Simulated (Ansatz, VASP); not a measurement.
# PbO (Litharge): VASP beside Ansatz, part 2 of 2

Aim: how closely do two programs agree when they are given the same cell, functional and k mesh?

VASP 6.6.1 and Ansatz 0.2.0.

So far: The structure; VASP: band structure, PBE0.

**3. Ansatz: band structure, PBE0**

Level of this step: Ansatz beside VASP: Kohn-Sham DFT, plane waves, PBE0 (Ansatz).

Ansatz runs on its default PAW (the set named soft_2) files.

The same cell, functional, mesh and smearing now go to Ansatz, which takes its cutoff from its data sets.

input.yaml reads:

```yaml
crystal:
  lattice:
    - [3.9776877762, 0.0, 0.0]
    - [0.0, 3.9776877762, 0.0]
    - [0.0, 0.0, 5.0259]
  atoms:
    - { symbol: Pb, position: [0.0, 0.5, 0.7655] }
    - { symbol: Pb, position: [0.5, 0.0, 0.2345] }
    - { symbol: O, position: [0.5, 0.5, 0.0] }
    - { symbol: O, position: [0.0, 0.0, 0.0] }
hamiltonian:
  xc: pbe0
  pseudopotentials: { kind: paw }
kpoints:
  mp_grid: { grid: [4, 4, 3] }
  band_path:
    path:
      - [0.0, 0.0, 0.0]
      - [0.0, 0.4, 0.0]
      - [0.3, 0.5, 0.0]
      - [0.5, 0.5, 0.0]
      - [0.3, 0.3, 0.0]
      - [0.0, 0.0, 0.1]
      - [0.0, 0.0, 0.5]
      - [0.0, 0.4, 0.5]
      - [0.3, 0.5, 0.5]
      - [0.3, 0.3, 0.5]
      - [0.0, 0.5, 0.1]
      - [0.5, 0.5, 0.0]
      - [0.5, 0.5, 0.5]
    npoints: 1
scf:
  occupations: { method: gaussian, width: 0.02 }
  n_extra_bands: 8
output:
  forces: true
  stress: true
  eigenvalues: true
```

Started as:

```sh
> ansatz run input.yaml --threads 4 --pin off --max-ram 9216MiB --backend cpu --events-out ev --progress --plain --runs-dir out
```

Numbers of over 12 decimals in the logs are rounded to 6 here.

Log:

```text
Warning: output.stress: scf.convergence.dr2_threshold = 1e-7 eV (the SCF's general default) is looser than the 4e-10 eV advised for a printed stress (1e-10 eV for each atom of the cell: 4). What an SCF threshold leaves in a stress goes as its square root, and in the free energy as the threshold itself, and one threshold admits the most on a small cell: [figures from the program's tests cut] Set scf.convergence.dr2_threshold to 4e-10 eV or tighter. The threshold is an SCF's pass mark: one that does not reach it within its budget of iterations ends unconverged, or closes short of it on a stop that the run arms, and scf.convergence.dr2_threshold's page says what that costs each kind of run
Warning: output.stress: scf.exx.energy_threshold = 1e-6 eV is looser than the 4e-8 eV advised for a stress under a hybrid functional (1e-8 eV for each atom of the cell: 4). Every SCF of the exchange loop can meet its threshold on dr2 while the loop round them stops early: no threshold on dr2 bounds what that leaves in the stress. Set scf.exx.energy_threshold to 4e-8 eV or tighter. The threshold is the loop's pass mark: a loop that does not reach it within its budget of cycles ends unconverged, and scf.exx.energy_threshold's page has the law
scf.n_extra_bands = 8 over 20 filled bands (N_el = 40.0): the run solves 28 bands
Engine: ansatz 0.2.0, aarch64-unknown-linux-gnu
Pseudopotentials: kind: paw
Pseudopotential: Pb, paw, valence charge 14, recommended cutoff 420 eV (normal), Pb.paw.azcp
Pseudopotential: O, paw, valence charge 6, recommended cutoff 420 eV (normal), O.paw.azcp
Functional definition: PBE0
  parameter a = 0.25
  parameter kappa = 0.804
  parameter beta = 0.066725
  exchange = (1 - a)*pbe_x(kappa = kappa, mu = beta*pi^2/3) + a*exact_x
  correlation = pbe_c(beta = beta)
Crystal: 4 atoms, lattice volume = 79.520 Å³
Basis set: ecut = 420 eV, 1577 PW (Γ), exchange–correlation on 54×54×72 points (8 copies of the dense FFT grid, shifted against one another)
Bands: 28, of which v1, the nominal top of the filled ones, is band 20 counted from 1 (19 counted from 0)
Symmetry: 16 space group operations
Space group: P4/nmm (ITA 129), of the structure as read, at distance tolerance 4.3e-5 Å
k-points: 12 of 48
Non-local potential: Pb, projectors of the file, l = 0: 2, l = 1: 2, l = 2: 2, l = 3: 2
Non-local potential: O, projectors of the file, l = 0: 2, l = 1: 2, l = 2: 1
PAW form: soft (Blöchl's): semilocal exchange-correlation on the pseudo side does not see the compensation charge
PAW frozen core: Pb, regenerated for the run's functional, and the local potential with it (the file was generated under x = pbe(κ = 0.804, μ = 0.219515), c = pbe(β = 0.066725))
PAW frozen core: O, regenerated for the run's functional, and the local potential with it (the file was generated under x = pbe(κ = 0.804, μ = 0.219515), c = pbe(β = 0.066725))
PAW one-centre angular grid: Pb, 590 points (default); XC on 64 Gauss nodes
PAW one-centre angular grid: O, 110 points (default); XC on 64 Gauss nodes
Initial density: superposition of atomic densities (neutral atoms: chi_scale 0, normalization atom), corrected by the library's trained network
Initial wavefunctions: pseudopotential atomic-orbital guess
Functional: x = pbe(κ = 0.804, μ = 0.219515), c = pbe(β = 0.066725), warm-up for x = 0.75 pbe(κ = 0.804, μ = 0.219515) + 0.25 exact, c = pbe(β = 0.066725)
SCF iter   1: F=—  HF=-24947.049351 eV  |F-HF|=—  |Δ(HF+E_count)|=         —  Δρ=1.66e-3  dr2=1.61e-3  ethr=1.77e-3  ⟨swp⟩=12.7  Hψ=1609  notcnv=0
preconditioner: auto → none  [insulator: Δε(μ)=1.262 eV  Ē_g=17.478 eV  σ=0.020 eV  W_gap=1.00  n_scr=18 (ndim 8)  ℏωp=26.3 eV  f_vac=0.038  D(μ)=0.00/eV (n_scr^D=0)]
SCF iter   2: F=—  HF=-24947.050019 eV  |F-HF|=—  |Δ(HF+E_count)|=   6.68e-4  Δρ=8.21e-4  dr2=1.78e-4  ethr=4.01e-6  ⟨swp⟩=4.9  Hψ=1088  notcnv=0  defer=1
SCF iter   3: F=-24947.050153 eV  HF=-24947.050145 eV  |F-HF|=8.09e-6  |Δ(HF+E_count)|=   1.25e-4  Δρ=4.11e-4  dr2=8.21e-5  ethr=4.45e-7  ⟨swp⟩=3.1  Hψ=667  notcnv=0
SCF 1 stopped early in 3 iterations: F = -24947.050153 eV  dr2 = 8.21e-5
  greatest PAW one-centre occupation: 0.983 electrons in one spin orbital (limit 2), on the Pb atom at site 1 (counted from 0), in its partial waves of l = 2
Initial density: handed on by an earlier stage of this run
Initial wavefunctions: those handed on with the density
Functional: x = 0.75 pbe(κ = 0.804, μ = 0.219515) + 0.25 exact, c = pbe(β = 0.066725)
Frozen-core exchange: fock
SCF iter   1: F=—  HF=-24947.710856 eV  |F-HF|=—  |Δ(HF+E_count)|=         —  Δρ=8.98e-3  dr2=7.69e-2  ethr=2.05e-6  ⟨swp⟩=6.8  Hψ=1622  notcnv=0
preconditioner: auto → none  [insulator: Δε(μ)=2.673 eV  Ē_g=20.473 eV  σ=0.020 eV  W_gap=1.00  n_scr=18 (ndim 8)  ℏωp=26.3 eV  f_vac=0.039  D(μ)=0.00/eV (n_scr^D=0)]
SCF iter   2: F=—  HF=-24947.697529 eV  |F-HF|=—  |Δ(HF+E_count)|=   1.33e-2  Δρ=7.79e-3  dr2=3.91e-2  ethr=2.05e-6  ⟨swp⟩=4.9  Hψ=1351  notcnv=0
SCF iter   3: F=—  HF=-24947.690111 eV  |F-HF|=—  |Δ(HF+E_count)|=   7.42e-3  Δρ=2.26e-3  dr2=8.13e-3  ethr=2.05e-6  ⟨swp⟩=4.4  Hψ=1250  notcnv=0
SCF iter   4: F=—  HF=-24947.710697 eV  |F-HF|=—  |Δ(HF+E_count)|=   2.06e-2  Δρ=2.06e-3  dr2=3.92e-3  ethr=2.05e-6  ⟨swp⟩=4.0  Hψ=1148  notcnv=0
SCF iter   5: F=—  HF=-24947.709734 eV  |F-HF|=—  |Δ(HF+E_count)|=   9.62e-4  Δρ=5.39e-4  dr2=2.84e-4  ethr=2.05e-6  ⟨swp⟩=3.0  Hψ=653  notcnv=0
SCF iter   6: F=—  HF=-24947.710099 eV  |F-HF|=—  |Δ(HF+E_count)|=   3.65e-4  Δρ=2.51e-4  dr2=4.18e-5  ethr=5.45e-7  ⟨swp⟩=3.3  Hψ=759  notcnv=0
iter 7 solved again at ethr=1.66e-9 eV; its pass at ethr=7.77e-8 eV (dr2=6.63e-7 eV) is discarded
SCF iter   7: F=-24947.710095 eV  HF=-24947.710095 eV  |F-HF|=2.02e-9  |Δ(HF+E_count)|=   4.29e-6  Δρ=4.02e-5  dr2=4.42e-6  ethr=1.66e-9  ⟨swp⟩=4.0  Hψ=1718  notcnv=0
SCF 2 stopped early in 7 iterations: F = -24947.710095 eV  dr2 = 4.42e-6
  Residual-converged pass: ⟨swp⟩=3.1  Hψ=676  notcnv=0  max |occ|·‖R‖ = 6.3e-6 eV (tolerance 6.7e-6 eV)  dr2=4.42e-6  dr2_onsite=2.40e-7  max |Δocc| = 0.0e0
  greatest PAW one-centre occupation: 0.984 electrons in one spin orbital (limit 2), on the Pb atom at site 1 (counted from 0), in its partial waves of l = 2
hybrid outer 1: dexx = +2.408e-2 eV, tail = 4.71e-5 eV
Frozen-core exchange: fock
SCF iter   1: F=—  HF=-24947.709891 eV  |F-HF|=—  |Δ(HF+E_count)|=         —  Δρ=1.17e-4  dr2=1.34e-5  ethr=5.89e-7  ⟨swp⟩=2.8  Hψ=691  notcnv=0
preconditioner: auto → none  [insulator: Δε(μ)=2.588 eV  Ē_g=20.424 eV  σ=0.020 eV  W_gap=1.00  n_scr=18 (ndim 8)  ℏωp=26.3 eV  f_vac=0.042  D(μ)=0.00/eV (n_scr^D=0)]
SCF iter   2: F=—  HF=-24947.709889 eV  |F-HF|=—  |Δ(HF+E_count)|=   1.91e-6  Δρ=2.17e-5  dr2=3.32e-7  ethr=3.02e-8  ⟨swp⟩=3.5  Hψ=773  notcnv=0
SCF iter   3: F=—  HF=-24947.709890 eV  |F-HF|=—  |Δ(HF+E_count)|=   9.67e-7  Δρ=1.36e-5  dr2=1.64e-7  ethr=3.80e-10  ⟨swp⟩=4.0  Hψ=1053  notcnv=0
SCF iter   4: F=—  HF=-24947.709890 eV  |F-HF|=—  |Δ(HF+E_count)|=   4.24e-8  Δρ=2.95e-6  dr2=7.29e-9  ethr=3.57e-10  ⟨swp⟩=2.6  Hψ=585  notcnv=0
SCF iter   5: F=-24947.709890 eV  HF=-24947.709890 eV  |F-HF|=3.19e-9  |Δ(HF+E_count)|=   2.95e-8  Δρ=2.12e-6  dr2=3.56e-9  ethr=6.68e-12  ⟨swp⟩=4.3  Hψ=1158  notcnv=0
SCF 3 converged in 5 iterations: F = -24947.709890 eV  dr2 = 3.56e-9
  Residual-converged pass: ⟨swp⟩=3.0  Hψ=605  notcnv=0  max |occ|·‖R‖ = 6.2e-7 eV (tolerance 6.3e-7 eV)  dr2=3.56e-9  dr2_onsite=8.17e-10  max |Δocc| = 0.0e0
hybrid outer 2: dexx = +1.052e-6 eV, tail = 2.48e-8 eV, Δε = 3.36e-3 eV (about 9.55e-5 eV left of the loop's levels), ΔF = 3.41e-2 eV/Å (tail 3.77e-3)
Frozen-core exchange: fock
SCF iter   1: F=—  HF=-24947.709890 eV  |F-HF|=—  |Δ(HF+E_count)|=         —  Δρ=2.89e-6  dr2=6.81e-9  ethr=3.10e-10  ⟨swp⟩=3.8  Hψ=743  notcnv=0
preconditioner: auto → none  [insulator: Δε(μ)=2.590 eV  Ē_g=20.425 eV  σ=0.020 eV  W_gap=1.00  n_scr=18 (ndim 8)  ℏωp=26.3 eV  f_vac=0.042  D(μ)=0.00/eV (n_scr^D=0)]
SCF iter   2: F=—  HF=-24947.709890 eV  |F-HF|=—  |Δ(HF+E_count)|=   1.31e-9  Δρ=9.51e-7  dr2=4.27e-10  ethr=1.52e-11  ⟨swp⟩=3.3  Hψ=661  notcnv=0
SCF iter   3: F=-24947.709890 eV  HF=-24947.709890 eV  |F-HF|=7.28e-11  |Δ(HF+E_count)|=  5.20e-10  Δρ=3.59e-7  dr2=1.11e-10  ethr=1.00e-12  ⟨swp⟩=3.9  Hψ=830  notcnv=0
SCF 4 converged in 3 iterations: F = -24947.709890 eV  dr2 = 1.11e-10
  Residual-converged pass: ⟨swp⟩=3.0  Hψ=743  notcnv=0  max |occ|·‖R‖ = 2.8e-7 eV (tolerance 3.0e-7 eV)  dr2=1.13e-10  dr2_onsite=3.36e-12  max |Δocc| = 0.0e0
hybrid outer 3: dexx = +6.956e-10 eV, tail = 2.34e-10 eV, Δε = 7.44e-5 eV (about 1.03e-5 eV left of the loop's levels), ΔF = 1.62e-4 eV/Å (tail 1.91e-4)
NSCF: frozen V_eff on 13 k-points
hybrid SCF converged: 3 outer / 15 inner (+3 warm-up), last move |dexx| = 6.96e-10 eV, tail = 2.34e-10 eV
Stability not checked: this state was not tested for a lower state beside it, because the functional holds exact exchange (a hybrid, or Hartree-Fock), whose exchange loop this test does not read (fock_operator; see scf.lower_state_search)
Free energy (F): -24947.709890 eV
Frozen-core exchange: fock
Harris-Foulkes:  -24947.709890 eV  (|F-HF|=7.28e-11)
Internal energy: -24947.709890 eV  (E = F + TS)
E sigma→0 (E₀):  -24947.709890 eV
Fermi energy:    8.980674 eV
--- Per-component energies (eV) ---
  E_band       = -188.283922
  E_kinetic    = 929.981120
  E_local      = -3138.369052  (includes V_loc(G=0)·N_el)
  E_nonlocal   = 796.666824
  E_hartree    = 1256.658627
  E_xc         = -452.593758
  E_vxc        = -349.029945  (∫ρ·V_xc dr)
  E_exx        = -118.007546  (= α·E_x^exact, valence–valence)
  E_paw        = -21151.558157  (= ΣΔE_a)
  E_vpaw       = -704.839404  (= ΣTr[D̂ρ^β])
  E_aug_tail   = 0.004777  (compensation charges beyond the density's cutoff)
  E_ewald      = -3071.178245
  E_core_change = 0.685518  (= ΣΔE_core)
  E_smearing   = -0.000000  (= −TS)
  E_closure    = -0.000000  (closes the sum)
  Σ components = -24947.709890   (vs F -24947.709890, Δ=0.00e0)
--- Forces (eV/Å), atoms counted from 1 ---
  atom   1  Pb     0.00000000     0.00000000     0.15275921
  atom   2  Pb     0.00000000     0.00000000    -0.15275921
  atom   3  O      0.00000000     0.00000000     0.00000000
  atom   4  O      0.00000000     0.00000000     0.00000000
  max |Σ_I F_I| component: 0.00e0 eV/Å
--- Stress (GPa, compression-positive) ---
        0.778636       0.000000       0.000000
        0.000000       0.778636       0.000000
        0.000000       0.000000       1.102279
  P = ⅓ Tr σ = 0.8865 GPa (8.865 kbar)
--- Band table (eV; the first three rows and the last of 12) ---
  k-point 0: bands = [... 16 lower, 5.3884, 5.4238, 5.4238, 7.6856, 11.5987, 14.7831, 15.0602, 15.0602, ... 4 higher]
  k-point 1: bands = [... 16 lower, 5.3579, 5.4071, 5.4071, 6.8651, 11.1699, 13.5804, 13.5804, 13.8737, ... 4 higher]
  k-point 2: bands = [... 16 lower, 4.6087, 4.9813, 5.1771, 7.4110, 12.8192, 12.8580, 14.8879, 15.4224, ... 4 higher]
  k-point 11: bands = [... 16 lower, 5.3650, 5.3650, 6.1115, 6.1115, 11.7051, 11.7051, 15.1125, 15.1125, ... 4 higher]
```

The job ended after 44 s (4 threads of Arm Neoverse V1, shared host; peak memory 1.1 GiB; 2.6 min of CPU time).

**4. Side by side**

Known differences besides the potentials themselves: exact exchange at q = 0 is treated differently, which shows on coarse meshes; VASP keeps PBE cores, Ansatz makes them for the functional; the cutoff is 420 eV in Ansatz and 520 eV in VASP; VASP takes a coarser grid for exact exchange (PRECFOCK = Fast). Total energies have different zeros and are not compared.

Compared:

| quantity | Ansatz | VASP | difference |
| --- | --- | --- | --- |
| gap over the path points (eV) | 2.590 | 2.583 | +0.007 |

Forces (eV/Å; atoms numbered as in POSCAR):

| atom | Ansatz x, y, z | VASP x, y, z |
| --- | --- | --- |
| Pb1 | 0.000, 0.000, 0.153 | 0.000, 0.000, 0.087 |
| Pb2 | 0.000, 0.000, -0.153 | 0.000, 0.000, -0.087 |
| O3 | 0.000, 0.000, 0.000 | 0.000, 0.000, 0.000 |
| O4 | 0.000, 0.000, 0.000 | 0.000, 0.000, 0.000 |

Levels at points of the path, from each program's valence-band top (eV; 4 filled, then empty):

| k (reciprocal lattice) | Ansatz | VASP |
| --- | --- | --- |
| 0.000 0.000 0.000 | -2.30 -2.26 -2.26 0.00 3.91 7.10 7.38 | -2.31 -2.27 -2.27 0.00 3.88 7.08 7.37 |
| 0.000 0.400 0.000 | -3.46 -3.28 -2.50 -1.21 4.80 5.20 7.83 | -3.47 -3.30 -2.51 -1.20 4.78 5.18 7.81 |
| 0.300 0.500 0.000 | -2.35 -2.35 -1.77 -1.77 3.60 3.60 7.05 | -2.36 -2.36 -1.78 -1.78 3.59 3.59 7.04 |
| 0.500 0.500 0.000 | -1.84 -1.84 -1.57 -1.57 2.59 2.59 6.89 | -1.83 -1.83 -1.58 -1.58 2.58 2.58 6.87 |
| 0.300 0.300 0.000 | -3.12 -3.10 -1.75 -0.90 4.00 4.48 6.56 | -3.13 -3.10 -1.75 -0.90 3.99 4.46 6.55 |
| 0.000 0.000 0.100 | -2.30 -2.26 -2.26 -0.07 3.81 7.01 7.01 | -2.32 -2.27 -2.27 -0.07 3.77 7.01 7.01 |
| 0.000 0.000 0.500 | -2.34 -2.29 -2.29 -1.29 3.50 5.62 5.62 | -2.35 -2.30 -2.30 -1.30 3.45 5.62 5.62 |
| 0.000 0.400 0.500 | -3.73 -3.28 -1.29 -1.25 4.03 5.03 7.28 | -3.75 -3.29 -1.29 -1.25 4.02 5.01 7.28 |
| 0.300 0.500 0.500 | -2.08 -2.08 -1.93 -1.93 5.09 5.09 6.02 | -2.09 -2.09 -1.93 -1.93 5.08 5.08 6.01 |
| 0.300 0.300 0.500 | -2.97 -2.00 -1.74 -1.51 4.28 5.16 5.72 | -2.98 -2.00 -1.75 -1.50 4.27 5.16 5.70 |

The forces differ by 27 meV/Å r.m.s., which is 76.1 % of the r.m.s. force of 0.04 eV/Å (both taken over all components). Among the levels compared at these points, filled levels agree within 18 meV and empty ones within 46 meV.

**5. Other set-ups**

Further runs change the set-up of one program: Ansatz's method, potentials or start, or VASP's data sets, cutoff or form of LDA. The table gives Ansatz less VASP for each quantity, since a change that brings one quantity closer may part another.

| run | r.m.s. force difference (meV/Å) | gap over the path points (eV) |
| --- | --- | --- |
| as above | 27 | 0.0072 |
| cores kept as stored | 26 | 0.0076 |
| norm-conserving potentials (cutoff 1240 eV) | 90 | -0.012 |

**6. What came out**

```
r.m.s. force difference (band structure, PBE0) : 27 meV/Å
```

The r.m.s. force difference is 27 meV/Å (band structure, PBE0), beyond the 12 meV/Å picked in this series as the mark of a large difference. Band structure, PBE0, norm-conserving potentials (cutoff 1240 eV): r.m.s. force difference goes from 27 to 90 meV/Å; the difference in gap over the path points goes from 0.0072 to -0.012 eV. 1 further run of this series is not shown here. How closely two codes agree says nothing of how well the functional describes the real material.

[Lines on the potential files, build, host, timing and source positions are cut from VASP's logs without a mark.]

[Logs are printed without paths, hosts, clocks, repeated set-up lines and the standing remarks that a program may print on its own settings, such as how far it seeks lower states.]

[Hosts, paths, dates, database ids (printed as entryN), source tags and the programs' standing remarks are cut or masked in the printed files.]
